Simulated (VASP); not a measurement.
Computed with PBE GGA, VASP's PBE PAW potentials (set 64) (plane waves; VASP 6.6.1).

A VASP calculation is set up with these files.

### INCAR
```
! general
SYSTEM  = As
PREC    = Accurate
ENCUT   = 500
LREAL   = .FALSE.
LASPH   = .TRUE.

! electronic loop
EDIFF   = 1E-6
NELM    = 100
ALGO    = Normal
LMAXMIX = 4

! smearing
ISMEAR  = 1
SIGMA   = 0.1

! functional
GGA     = PE

! ions
IBRION  = 2
NSW     = 40
ISIF    = 3
EDIFFG  = -0.02
PSTRESS = 100

! output
LWAVE   = .FALSE.
LCHARG  = .FALSE.
```

**KPOINTS**
```
Automatic mesh
0
Gamma
12 12 12
0 0 0
```

**POSCAR**
```
As
1
    3.4783348289    -1.8860757625    -0.0660274475
    3.4783348289     1.8860757625    -0.0660274475
    2.5148911797     0.0000000000     3.0554499830
As
2
Direct
  0.2319252450   0.2319252450   0.2319252451
  0.7680747550   0.7680747550   0.7680747549
```

POTCAR, in this order: As (PBE.64 set). Program: vasp_std.

The run wrote:

File OUTCAR:
```
 ion  position               nearest neighbor table
   1  0.232  0.232  0.232-   2 2.53   2 2.53   2 2.53
   2  0.768  0.768  0.768-   1 2.53   1 2.53   1 2.53
  LATTYP: Found a trigonal (rhomboedric) cell.
 ALAT       =     3.9573292241
 COS(alpha) =     0.5456987605
 Subroutine PRICEL returns:
 Original cell was already a primitive cell.
 Subroutine GETGRP returns: Found 12 space group operations
The static configuration has the point symmetry D_3d.
The dynamic configuration has the point symmetry D_3d.
 Subroutine INISYM returns: Found 12 space group operations
 Subroutine IBZKPT returns following result:
 Found    189 irreducible k-points:

 Following reciprocal coordinates:
            Coordinates               Weight
  0.000000  0.000000  0.000000      1.000000
  0.083333 -0.000000 -0.000000      6.000000
  0.166667 -0.000000 -0.000000      6.000000
  0.250000 -0.000000 -0.000000      6.000000
  0.333333 -0.000000 -0.000000      6.000000
  0.416667 -0.000000  0.000000      6.000000
  0.500000 -0.000000 -0.000000      3.000000
  0.083333  0.083333 -0.000000      6.000000
...
```

**OSZICAR**
```
       N       E                     dE             d eps       ncg     rms          rms(c)
DAV:   1     0.290504001524E+02    0.29050E+02   -0.42716E+03  3402   0.899E+02
DAV:   2    -0.815792445709E+01   -0.37208E+02   -0.36161E+02  5308   0.122E+02
DAV:   3    -0.928688392979E+01   -0.11290E+01   -0.11264E+01  3960   0.254E+01
DAV:   4    -0.929256553125E+01   -0.56816E-02   -0.56803E-02  4334   0.185E+00
DAV:   5    -0.929257843777E+01   -0.12907E-04   -0.12907E-04  3910   0.770E-02    0.337E+00
DAV:   6    -0.928619398684E+01    0.63845E-02   -0.37993E-03  3796   0.523E-01    0.203E+00
DAV:   7    -0.928326322133E+01    0.29308E-02   -0.85841E-03  3610   0.809E-01    0.901E-02
DAV:   8    -0.928338633792E+01   -0.12312E-03   -0.23067E-04  3597   0.117E-01    0.294E-02
DAV:   9    -0.928342157289E+01   -0.35235E-04   -0.48591E-05  3813   0.581E-02    0.799E-03
DAV:  10    -0.928342119386E+01    0.37903E-06   -0.34299E-06  3904   0.125E-02
   1 F= -.67421083E+01 E0= -.67421138E+01  d E =-.674211E+01
       N       E                     dE             d eps       ncg     rms          rms(c)
DAV:   1    -0.918123272590E+01    0.10219E+00   -0.38295E+00  3658   0.121E+01    0.183E+00
DAV:   2    -0.909660189993E+01    0.84631E-01   -0.67137E-02  3601   0.196E+00    0.985E-01
DAV:   3    -0.905897600805E+01    0.37626E-01   -0.84738E-02  3634   0.171E+00    0.256E-01
DAV:   4    -0.905890345721E+01    0.72551E-04   -0.59719E-04  3622   0.214E-01    0.156E-01
DAV:   5    -0.905885668548E+01    0.46772E-04   -0.12910E-04  3953   0.874E-02    0.371E-02
DAV:   6    -0.905885522535E+01    0.14601E-05   -0.88419E-06  3566   0.238E-02    0.710E-03
DAV:   7    -0.905885469359E+01    0.53176E-06   -0.26592E-07  1782   0.392E-03
   2 F= -.67432234E+01 E0= -.67432722E+01  d E =-.111509E-02
       N       E                     dE             d eps       ncg     rms          rms(c)
DAV:   1    -0.922545466476E+01   -0.16660E+00   -0.87324E-01  3638   0.555E+00    0.842E-01
DAV:   2    -0.920558137472E+01    0.19873E-01   -0.16458E-02  3535   0.987E-01    0.473E-01
DAV:   3    -0.919668191930E+01    0.88995E-02   -0.20576E-02  3651   0.836E-01    0.971E-02
DAV:   4    -0.919667044101E+01    0.11478E-04   -0.13857E-04  3614   0.104E-01    0.647E-02
DAV:   5    -0.919666254845E+01    0.78926E-05   -0.26533E-05  3880   0.399E-02    0.157E-02
DAV:   6    -0.919666376255E+01   -0.12141E-05   -0.26018E-06  3423   0.127E-02    0.313E-03
DAV:   7    -0.919666405108E+01   -0.28852E-06   -0.10965E-07  1721   0.244E-03
   3 F= -.67727904E+01 E0= -.67728217E+01  d E =-.306821E-01
       N       E                     dE             d eps       ncg     rms          rms(c)
DAV:   1    -0.918778020193E+01    0.88836E-02   -0.24487E-01  3437   0.300E+00    0.169E-01
DAV:   2    -0.918769389006E+01    0.86312E-04   -0.63881E-03  3791   0.637E-01    0.864E-02
DAV:   3    -0.918735883418E+01    0.33506E-03   -0.81804E-04  3860   0.172E-01    0.218E-02
DAV:   4    -0.918735783728E+01    0.99690E-06   -0.14884E-05  4158   0.315E-02    0.172E-02
DAV:   5    -0.918735675579E+01    0.10815E-05   -0.25642E-06  3280   0.112E-02    0.335E-03
DAV:   6    -0.918735656762E+01    0.18817E-06   -0.26201E-07  1730   0.436E-03
   4 F= -.67787127E+01 E0= -.67787912E+01  d E =-.592230E-02
       N       E                     dE             d eps       ncg     rms          rms(c)
DAV:   1    -0.917134768390E+01    0.16009E-01   -0.38553E-01  3442   0.376E+00    0.212E-01
DAV:   2    -0.917123090815E+01    0.11678E-03   -0.10014E-02  3786   0.802E-01    0.109E-01
DAV:   3    -0.917071494639E+01    0.51596E-03   -0.12578E-03  3913   0.214E-01    0.270E-02
DAV:   4    -0.917071358526E+01    0.13611E-05   -0.22715E-05  4101   0.393E-02    0.212E-02
DAV:   5    -0.917071220602E+01    0.13792E-05   -0.42397E-06  3711   0.143E-02    0.417E-03
DAV:   6    -0.917071198760E+01    0.21842E-06   -0.40075E-07  1732   0.543E-03
   5 F= -.67812044E+01 E0= -.67813079E+01  d E =-.841407E-02
       N       E                     dE             d eps       ncg     rms          rms(c)
DAV:   1    -0.917392468267E+01   -0.32125E-02   -0.37856E-02  3494   0.117E+00    0.888E-02
DAV:   2    -0.917386309211E+01    0.61591E-04   -0.10622E-03  3583   0.239E-01    0.496E-02
DAV:   3    -0.917381711982E+01    0.45972E-04   -0.21285E-04  4452   0.936E-02    0.105E-02
DAV:   4    -0.917381813155E+01   -0.10117E-05   -0.16305E-05  3563   0.331E-02    0.497E-03
DAV:   5    -0.917381823378E+01   -0.10223E-06   -0.16893E-06  2164   0.964E-03
   6 F= -.67819950E+01 E0= -.67820480E+01  d E =-.790562E-03
       N       E                     dE             d eps       ncg     rms          rms(c)
DAV:   1    -0.917435845069E+01   -0.54032E-03   -0.19130E-03  3495   0.264E-01    0.200E-02
DAV:   2    -0.917435551624E+01    0.29345E-05   -0.52713E-05  3608   0.534E-02    0.112E-02
DAV:   3    -0.917435310336E+01    0.24129E-05   -0.10379E-05  4463   0.208E-02    0.237E-03
DAV:   4    -0.917435313001E+01   -0.26643E-07   -0.77699E-07  1874   0.737E-03
   7 F= -.67820241E+01 E0= -.67820632E+01  d E =-.819610E-03
```

### OUTCAR
```
------------------------ aborting loop because EDIFF is reached ----------------------------------------
  FORCE on cell =-STRESS in cart. coord.  units (eV):
  Direction    XX          YY          ZZ          XY          YZ          ZX
  --------------------------------------------------------------------------------------
  Total        2.3529348      2.3609427      2.3601795      0.0000000      0.0000000     -0.0024719
  in kB       98.3533106     98.6880392     98.6561377      0.0000000      0.0000000     -0.1033279
  external PRESSURE =      -1.4341708 kB  Pullay stress =     100.0000000 kB
  volume of cell :       38.33
      direct lattice vectors                 reciprocal lattice vectors
     3.364738045 -1.862568286 -0.086885341     0.145571756 -0.268446534 -0.117271491
     3.364738045  1.862568286 -0.086885341     0.145571756  0.268446534 -0.117271491
     2.413302396 -0.000000000  2.995686892     0.008444175  0.000000000  0.327010695
 POSITION                                       TOTAL-FORCE (eV/Angst)
 -----------------------------------------------------------------------------------
      2.14552     -0.00000      0.66221        -0.017743      0.000000     -0.005476
      6.99726     -0.00000      2.15970         0.017743     -0.000000      0.005476
 -----------------------------------------------------------------------------------
    total drift:                                0.000000      0.000000      0.000000
  FREE ENERGIE OF THE ION-ELECTRON SYSTEM (eV)
  ---------------------------------------------------
  free  energy   TOTEN  =        -9.1743531300 eV

  energy  without entropy=       -9.1744707173  energy(sigma->0) =       -9.17439233
  enthalpy is  TOTEN    =        -6.7820240525 eV   P V=        2.3923290775

 reached required accuracy - stopping structural energy minimisation
```
(Selected blocks of OUTCAR.)

File CONTCAR:
```
As
   1.00000000000000
     3.3647380446066184   -1.8625682857632493   -0.0868853405056169
     3.3647380446066184    1.8625682857632493   -0.0868853405056170
     2.4133023961800539   -0.0000000000000000    2.9956868919460842
  As
     2
Direct
     0.2346684489361576    0.2346684489361576    0.2346684490957593
     0.7653315510638422    0.7653315510638422    0.7653315509042405
```

Energy and stress use the plane-wave basis of the starting cell.

The compound is As in the a7 structure. This run relaxes it under an external pressure of 10 GPa. Symmetry was kept, so distortions that lower it aren't found.
